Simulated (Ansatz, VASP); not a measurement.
## CdS (Hawleyite) in two plane-wave programs

Wanted: the spread between two codes on one cell, functional and k mesh. The cell is taken from a series of runs on this material, whose earlier steps may have relaxed, scaled, displaced or heated it; both programs get it as it stands.

Method: plane waves, with VASP 6.6.1 beside it; dielectric response at PBE, in Ansatz 0.2.0.

## 1. Set-up

Symmetry: F-43m, No. 216, cubic system. The conventional cell has a = 5.833 Å, b = 5.833 Å, c = 5.833 Å, α = 90.00°, β = 90.00°, γ = 90.00°. Cd has 4 S at 2.53 Å nearest. Nearest to S lie 4 Cd at 2.53 Å. Farther neighbours and most contacts between anions are not listed.

As a file:

```cif
data_structure
_symmetry_space_group_name_H-M 'F-43m'
_symmetry_Int_Tables_number 216
_cell_length_a 5.8330
_cell_length_b 5.8330
_cell_length_c 5.8330
_cell_angle_alpha 90.000
_cell_angle_beta 90.000
_cell_angle_gamma 90.000
_cell_volume 198.46
loop_
_atom_site_label
_atom_site_type_symbol
_atom_site_symmetry_multiplicity
_atom_site_Wyckoff_symbol
_atom_site_fract_x
_atom_site_fract_y
_atom_site_fract_z
_atom_site_occupancy
Cd1 Cd 4 a 0.00000 0.00000 0.00000 1
S1 S 4 d 0.25000 0.25000 0.75000 1
```

## 2. VASP: dielectric response, PBE

The response to a field tests empty states and converges slowly with the mesh.

Lines of VASP's logs that name or quote its potential files are left out, and so is its time.

Contents of INCAR:

```
SYSTEM = CdS
PREC = Accurate
ENCUT = 400
EDIFF = 1E-08
NELM = 120
ISMEAR = 0
SIGMA = 0.01
LREAL = .FALSE.
ALGO = Normal
GGA = PE
NBANDS = 15
LORBIT = 11
LWAVE = .FALSE.
LCHARG = .FALSE.
ISIF = 2
LEPSILON = .TRUE.
LASPH = .TRUE.
GGA_COMPAT = .FALSE.
```

Contents of POSCAR:

```
CdS
1.0
    0.0000000000      2.9165000000      2.9165000000
    2.9165000000      0.0000000000      2.9165000000
    2.9165000000      2.9165000000      0.0000000000
Cd S
1 1
Direct
    0.0000000000      0.0000000000      0.0000000000
    0.2500000000      0.2500000000      0.2500000000
```

Contents of KPOINTS:

```
Automatic mesh
0
Gamma
6 6 6
0 0 0
```

The projector-augmented-wave data sets are Cd and S (PBE family, release 64).

On the command line:

```bash
mpirun -np 1 vasp_std
```

Numbers of over 12 decimals in the logs are rounded to 6 here.

Output:

```text
[banner, memory and clock lines left out]
running    1 mpi-ranks, on    1 nodes
 distrk:  each k-point on    1 cores,    1 groups
 distr:  one band on    1 cores,    1 groups

 POSCAR found type information on POSCAR CdS
 POSCAR found :  2 types and       2 ions
 LDA part: xc-table for (Slater+PW92), standard interpolation
 POSCAR, INCAR and KPOINTS ok, starting setup
 FFT: planning ... GRIDC
 FFT: planning ... GRID_SOFT
 FFT: planning ... GRID
 WAVECAR not read
 entering main loop
       N       E                     dE             d eps       ncg     rms          rms(c)
DAV:   1     0.917491236787E+02    0.91749E+02   -0.78181E+03   496   0.880E+02
DAV:   2    -0.309352583630E+01   -0.94843E+02   -0.89705E+02   592   0.242E+02
DAV:   3    -0.664115398708E+01   -0.35476E+01   -0.35406E+01   557   0.490E+01
DAV:   4    -0.666279351763E+01   -0.21640E-01   -0.21637E-01   620   0.377E+00
DAV:   5    -0.666308419260E+01   -0.29067E-03   -0.29067E-03   578   0.409E-01    0.815E+00
DAV:   6    -0.613571799548E+01    0.52737E+00   -0.88502E-01   713   0.123E+01    0.650E+00
DAV:   7    -0.611603039864E+01    0.19688E-01   -0.20804E-01   557   0.328E+00    0.319E+00
DAV:   8    -0.611626207615E+01   -0.23168E-03   -0.19408E-02   550   0.187E+00    0.314E-01
DAV:   9    -0.611612509661E+01    0.13698E-03   -0.23752E-03   593   0.759E-01    0.670E-02
DAV:  10    -0.611625724163E+01   -0.13215E-03   -0.27439E-04   550   0.172E-01    0.703E-02
DAV:  11    -0.611633597536E+01   -0.78734E-04   -0.11799E-04   558   0.998E-02    0.172E-02
DAV:  12    -0.611632698623E+01    0.89891E-05   -0.33550E-05   663   0.793E-02    0.979E-03
DAV:  13    -0.611632820504E+01   -0.12188E-05   -0.47813E-06   557   0.144E-02    0.117E-02
DAV:  14    -0.611632801999E+01    0.18506E-06   -0.23389E-07   620   0.292E-03    0.461E-03
DAV:  15    -0.611632800545E+01    0.14531E-07   -0.12445E-08   568   0.834E-04    0.199E-03
DAV:  16    -0.611632797228E+01    0.33174E-07   -0.15717E-08   536   0.101E-03    0.248E-04
DAV:  17    -0.611632797350E+01   -0.12158E-08   -0.20772E-09   345   0.397E-04
   1 F= -.61163280E+01 E0= -.61163280E+01  d E =-.186118E-21
 Linear response reoptimize wavefunctions to high precision
DAV:   1    -0.611632797745E+01   -0.39568E-08   -0.21322E-10   373   0.145E-04
DAV:   2    -0.611632797740E+01    0.56843E-10   -0.31856E-11   338   0.464E-05
 Linear response G [H, r] |phi>, progress :
  Direction:   1
       N       E                     dE             d eps       ncg     rms
RMM:   1    -0.845031820173E+02   -0.84503E+02   -0.13975E+01   909   0.705E+01
RMM:   2    -0.793097402707E+02    0.51934E+01   -0.70657E+00   798   0.182E+01
RMM:   3    -0.793658849897E+02   -0.56145E-01   -0.16786E-01   820   0.259E+00
RMM:   4    -0.793672427368E+02   -0.13577E-02   -0.31003E-03   863   0.333E-01
RMM:   5    -0.793672548360E+02   -0.12099E-04   -0.47750E-05   872   0.535E-02
RMM:   6    -0.793672597343E+02   -0.48983E-05   -0.59548E-06   881   0.877E-03
RMM:   7    -0.793672596220E+02    0.11236E-06   -0.16415E-06   902   0.173E-03
RMM:   8    -0.793672596980E+02   -0.76043E-07   -0.10000E-06   752   0.561E-04
RMM:   9    -0.793672596926E+02    0.54109E-08   -0.26491E-06   681   0.383E-04
RMM:  10    -0.793672598848E+02   -0.19215E-06   -0.56728E-05   608   0.361E-04
RMM:  11    -0.793672599301E+02   -0.45315E-07   -0.41827E-04   577   0.357E-04
RMM:  12    -0.793672598807E+02    0.49389E-07   -0.40737E-04   550   0.358E-04
 Linear response G [H, r] |phi>, progress :
  Direction:   2
       N       E                     dE             d eps       ncg     rms
RMM:   1    -0.847628235399E+02   -0.84763E+02   -0.32614E+01   913   0.696E+01
RMM:   2    -0.802775243960E+02    0.44853E+01   -0.63827E+00   781   0.178E+01
RMM:   3    -0.803352993579E+02   -0.57775E-01   -0.14216E-01   818   0.250E+00
RMM:   4    -0.803367849797E+02   -0.14856E-02   -0.27517E-03   859   0.322E-01
RMM:   5    -0.803367938785E+02   -0.88988E-05   -0.39454E-05   867   0.522E-02
RMM:   6    -0.803367987675E+02   -0.48890E-05   -0.14047E-06   879   0.850E-03
RMM:   7    -0.803367987399E+02    0.27631E-07    0.53972E-06   890   0.166E-03
RMM:   8    -0.803367991403E+02   -0.40042E-06    0.18534E-05   751   0.535E-04
RMM:   9    -0.803367987921E+02    0.34820E-06   -0.36989E-07   673   0.364E-04
RMM:  10    -0.803367987427E+02    0.49461E-07    0.11781E-05   596   0.338E-04
RMM:  11    -0.803367987428E+02   -0.14718E-09    0.90815E-06   560   0.337E-04
RMM:  12    -0.803367987431E+02   -0.30991E-09    0.34797E-07   545   0.338E-04
 Linear response G [H, r] |phi>, progress :
  Direction:   3
       N       E                     dE             d eps       ncg     rms
RMM:   1    -0.721782418391E+02   -0.72178E+02    0.11256E+02   886   0.725E+01
RMM:   2    -0.707810236472E+02    0.13972E+01   -0.73531E+00   795   0.181E+01
RMM:   3    -0.708423066743E+02   -0.61283E-01   -0.21098E-01   804   0.267E+00
RMM:   4    -0.708433644074E+02   -0.10577E-02   -0.37804E-03   829   0.366E-01
RMM:   5    -0.708433918500E+02   -0.27443E-04   -0.11563E-04   848   0.588E-02
RMM:   6    -0.708433923369E+02   -0.48685E-06   -0.55948E-06   867   0.982E-03
RMM:   7    -0.708433923478E+02   -0.10975E-07   -0.88464E-06   858   0.188E-03
RMM:   8    -0.708433923354E+02    0.12439E-07   -0.36786E-06   730   0.544E-04
[...]
dielectric tensor                  component  1 :     8.405     2.542     0.847
 Linear response to external field (no local field effect), progress :
  Direction:   2
       N       E                     dE             d eps       ncg     rms          rms(c)
RMM:   1    -0.936467890344E+00   -0.93647E+00   -0.47543E+00  1005   0.338E+00
RMM:   2    -0.103724955129E+01   -0.10078E+00   -0.17081E-02   790   0.637E-01
RMM:   3    -0.103745585700E+01   -0.20631E-03   -0.23898E-04   791   0.689E-02
RMM:   4    -0.103745897250E+01   -0.31155E-05   -0.47835E-06   805   0.103E-02
RMM:   5    -0.103745899789E+01   -0.25386E-07   -0.17088E-07   813   0.153E-03
RMM:   6    -0.103745899867E+01   -0.78291E-09   -0.94022E-08   669   0.259E-04
 change of polarisation eV/A/(eV/A) component  2 :     0.697     2.075    -0.275
 dielectric tensor                  component  2 :     2.542     8.567    -1.002
 Linear response to external field (no local field effect), progress :
  Direction:   3
       N       E                     dE             d eps       ncg     rms          rms(c)
RMM:   1    -0.602093963442E+00   -0.60209E+00   -0.30809E+00   960   0.283E+00
RMM:   2    -0.671282288823E+00   -0.69188E-01   -0.10391E-02   787   0.559E-01
RMM:   3    -0.671411539309E+00   -0.12925E-03   -0.17375E-04   776   0.630E-02
RMM:   4    -0.671413370827E+00   -0.18315E-05   -0.42744E-06   798   0.928E-03
RMM:   5    -0.671413385445E+00   -0.14617E-07   -0.18189E-07   788   0.139E-03
RMM:   6    -0.671413386230E+00   -0.78508E-09   -0.63315E-08   646   0.235E-04
 change of polarisation eV/A/(eV/A) component  3 :     0.232    -0.275     1.343
 dielectric tensor                  component  3 :     0.845    -1.001     5.897
 Linear response to external field, progress :
  Direction:   1
       N       E                     dE             d eps       ncg     rms          rms(c)
RMM:   1    -0.816035334453E+00   -0.81604E+00   -0.41465E+00  2799   0.318E+00
RMM:   2    -0.907672549596E+00   -0.91637E-01   -0.13917E-02  2264   0.609E-01    0.167E+00
RMM:   3    -0.880329020741E+00    0.27344E-01   -0.30612E-02  2210   0.861E-01    0.923E-01
RMM:   4    -0.905442412342E+00   -0.25113E-01   -0.22919E-02  2246   0.802E-01    0.239E-01
RMM:   5    -0.926067821634E+00   -0.20625E-01   -0.16043E-03  2199   0.242E-01    0.545E-02
RMM:   6    -0.929111607128E+00   -0.30438E-02   -0.10585E-04  2179   0.626E-02    0.160E-02
RMM:   7    -0.929735490445E+00   -0.62388E-03   -0.15105E-05  2280   0.169E-02    0.397E-03
RMM:   8    -0.929959188020E+00   -0.22370E-03   -0.86626E-06  2110   0.864E-03    0.163E-03
RMM:   9    -0.929945825949E+00    0.13362E-04    0.36184E-06  2388   0.145E-03    0.739E-04
RMM:  10    -0.929949757157E+00   -0.39312E-05    0.13888E-05  2284   0.111E-03    0.262E-04
RMM:  11    -0.929950959886E+00   -0.12027E-05    0.15907E-06  2181   0.232E-04    0.853E-05
RMM:  12    -0.929950820367E+00    0.13952E-06    0.45754E-07  1964   0.158E-04    0.221E-05
RMM:  13    -0.929950468783E+00    0.35158E-06   -0.16367E-06  1192   0.425E-05    0.144E-05
RMM:  14    -0.929950321832E+00    0.14695E-06   -0.18354E-06   824   0.481E-05    0.225E-06
 change of polarisation eV/A/(eV/A) component  1 :     1.733     0.378     0.125
 dielectric tensor                  component  1 :     7.321     1.379     0.457
 Linear response to external field, progress :
  Direction:   2
       N       E                     dE             d eps       ncg     rms          rms(c)
RMM:   1    -0.816235018378E+00   -0.81624E+00   -0.41483E+00  2799   0.318E+00
RMM:   2    -0.907834541655E+00   -0.91600E-01   -0.13822E-02  2271   0.609E-01    0.167E+00
RMM:   3    -0.880521062636E+00    0.27313E-01   -0.30604E-02  2215   0.861E-01    0.923E-01
RMM:   4    -0.905631370143E+00   -0.25110E-01   -0.22859E-02  2249   0.800E-01    0.239E-01
RMM:   5    -0.926264866808E+00   -0.20633E-01   -0.15639E-03  2197   0.242E-01    0.549E-02
RMM:   6    -0.929304169529E+00   -0.30393E-02   -0.10404E-04  2172   0.625E-02    0.158E-02
RMM:   7    -0.929933855503E+00   -0.62969E-03   -0.12548E-05  2275   0.168E-02    0.398E-03
RMM:   8    -0.930157276593E+00   -0.22342E-03   -0.75163E-06  2109   0.865E-03    0.163E-03
RMM:   9    -0.930144152637E+00    0.13124E-04    0.34049E-07  2398   0.144E-03    0.743E-04
RMM:  10    -0.930148086067E+00   -0.39334E-05    0.32011E-06  2288   0.111E-03    0.266E-04
RMM:  11    -0.930149293890E+00   -0.12078E-05    0.34485E-06  2184   0.225E-04    0.859E-05
RMM:  12    -0.930149078503E+00    0.21539E-06    0.13891E-06  1932   0.148E-04    0.190E-05
RMM:  13    -0.930148769891E+00    0.30861E-06    0.22839E-06  1166   0.354E-05    0.136E-05
RMM:  14    -0.930148644554E+00    0.12534E-06    0.53204E-07   775   0.371E-05    0.101E-06
 change of polarisation eV/A/(eV/A) component  2 :     0.378     1.734     0.103
 dielectric tensor                  component  2 :     1.377     7.323     0.376
 Linear response to external field, progress :
  Direction:   3
       N       E                     dE             d eps       ncg     rms          rms(c)
RMM:   1    -0.828919964051E+00   -0.82892E+00   -0.42751E+00  2792   0.318E+00
RMM:   2    -0.907866892286E+00   -0.78947E-01   -0.13698E-02  2271   0.606E-01    0.167E+00
RMM:   3    -0.880518125683E+00    0.27349E-01   -0.30556E-02  2210   0.861E-01    0.923E-01
RMM:   4    -0.905631768032E+00   -0.25114E-01   -0.22821E-02  2250   0.802E-01    0.239E-01
RMM:   5    -0.926265402614E+00   -0.20634E-01   -0.15889E-03  2199   0.242E-01    0.546E-02
RMM:   6    -0.929306827112E+00   -0.30414E-02   -0.99881E-05  2178   0.627E-02    0.160E-02
RMM:   7    -0.929931926869E+00   -0.62510E-03   -0.15250E-05  2277   0.169E-02    0.398E-03
RMM:   8    -0.930155817831E+00   -0.22389E-03   -0.87332E-06  2103   0.865E-03    0.163E-03
RMM:   9    -0.930142406033E+00    0.13412E-04    0.31989E-06  2400   0.144E-03    0.741E-04
RMM:  10    -0.930146311084E+00   -0.39051E-05    0.81377E-06  2274   0.110E-03    0.263E-04
RMM:  11    -0.930147547563E+00   -0.12365E-05    0.47788E-06  2183   0.226E-04    0.853E-05
RMM:  12    -0.930147346368E+00    0.20120E-06    0.37020E-06  1924   0.148E-04    0.190E-05
RMM:  13    -0.930147019630E+00    0.32674E-06   -0.10771E-06  1166   0.366E-05    0.136E-05
RMM:  14    -0.930146885574E+00    0.13406E-06   -0.69322E-07   779   0.378E-05    0.114E-06
 change of polarisation eV/A/(eV/A) component  3 :     0.289     0.215     1.734
 dielectric tensor                  component  3 :     1.053     0.783     7.323
 Born effective charges drift removed
```

OUTCAR, selected parts (step 2):

```text
ion  position               nearest neighbor table
   1  0.000  0.000  0.000-   2 2.53   2 2.53   2 2.53   2 2.53
   2  0.250  0.250  0.250-   1 2.53   1 2.53   1 2.53   1 2.53

  LATTYP: Found a face centered cubic cell.
 ALAT       =     5.8330000000

 Subroutine GETGRP returns: Found 24 space group operations
 (whereof 24 operations were pure point group operations)

The static configuration has the point symmetry T_d .

 Found     16 irreducible k-points:

   k-points           NKPTS =     16   k-points in BZ     NKDIM =     16   number of bands    NBANDS=     15

   dimension x,y,z NGX =    28 NGY =   28 NGZ =   28
   dimension x,y,z NGXF=    56 NGYF=   56 NGZF=   56

   ENCUT  =  400.0 eV  29.40 Ry    5.42 a.u.   6.73  6.73  6.73*2*pi/ulx,y,z

   NELECT =      18.0000    total number of electrons

 k-points in reciprocal lattice and weights: Automatic mesh
   0.00000000  0.00000000  0.00000000       0.005
   0.16666667  0.00000000  0.00000000       0.037
   0.33333333  0.00000000  0.00000000       0.037
   0.50000000  0.00000000  0.00000000       0.019
   0.16666667  0.16666667  0.00000000       0.028
   0.33333333  0.16666667  0.00000000       0.111
   0.50000000  0.16666667  0.00000000       0.111
  -0.33333333  0.16666667  0.00000000       0.111
  -0.16666667  0.16666667  0.00000000       0.056
[...]
-0.33333333  0.33333333  0.16666667       0.111
  -0.33333333  0.50000000  0.16666667       0.056

 average (electrostatic) potential at core
       1 -39.2796       2 -89.1652

  Total        0.8683536      0.8683536      0.8683536      0.0000000     -0.0000000      0.0000000
  in kB       28.0408557     28.0408557     28.0408557      0.0000000     -0.0000000      0.0000000
  external PRESSURE =      28.0408557 kB  Pullay stress =       0.0000000 kB

  energy-cutoff  :      400.00
  volume of cell :       49.62
      direct lattice vectors                 reciprocal lattice vectors
     0.000000000  2.916500000  2.916500000    -0.171438368  0.171438368  0.171438368
     2.916500000  0.000000000  2.916500000     0.171438368 -0.171438368  0.171438368
     2.916500000  2.916500000  0.000000000     0.171438368  0.171438368 -0.171438368

 POSITION                                       TOTAL-FORCE (eV/Angst)
 -----------------------------------------------------------------------------------
      0.00000      0.00000      0.00000        -0.000000     -0.000000     -0.000000
      1.45825      1.45825      1.45825         0.000000      0.000000      0.000000
 -----------------------------------------------------------------------------------
    total drift:                                0.000000      0.000000     -0.000000

 MACROSCOPIC STATIC DIELECTRIC TENSOR (including local field effects in DFT)
 ------------------------------------------------------
           7.322357     0.000000     0.000000
          -0.000000     7.322357     0.000000
          -0.000000    -0.000000     7.322357
 ------------------------------------------------------

 PIEZOELECTRIC TENSOR (including local field effects)  for field in x, y, z        (C/m^2)
          XX          YY          ZZ          XY          YZ          ZX
  --------------------------------------------------------------------------------
  x    -0.00000    -0.00000     0.00000     0.00000    -0.66516     0.00000
  y     0.00000    -0.00000    -0.00000    -0.00000    -0.00000    -0.66516
  z     0.00000     0.00000     0.00000    -0.66516    -0.00000     0.00000

 BORN EFFECTIVE CHARGES (including local field effects) (in |e|, cummulative output)
 ---------------------------------------------------------------------------------
 ion    1
    1     2.27452     0.00000     0.00000
    2    -0.00000     2.27452     0.00000
    3    -0.00000     0.00000     2.27452
 ion    2
    1    -2.27452    -0.00000     0.00000
    2     0.00000    -2.27452     0.00000
    3     0.00000    -0.00000    -2.27452
```

The gap is read on the k-mesh alone, so it is an upper bound where the band edges lie off the mesh. Energies printed during the response cycles are not total energies of the cell. The dielectric response converges more slowly with the mesh than energies do, so tensor and charges may still move on a finer one.

[end of part 1 of 2]

[Lines on the potential files, build, host, timing and source positions are cut from VASP's logs without a mark.]

[Logs are printed without paths, hosts, clocks, repeated set-up lines and the standing remarks that a program may print on its own settings, such as how far it seeks lower states.]

[Hosts, paths, dates, database ids (printed as entryN), source tags and the programs' standing remarks are cut or masked in the printed files.]
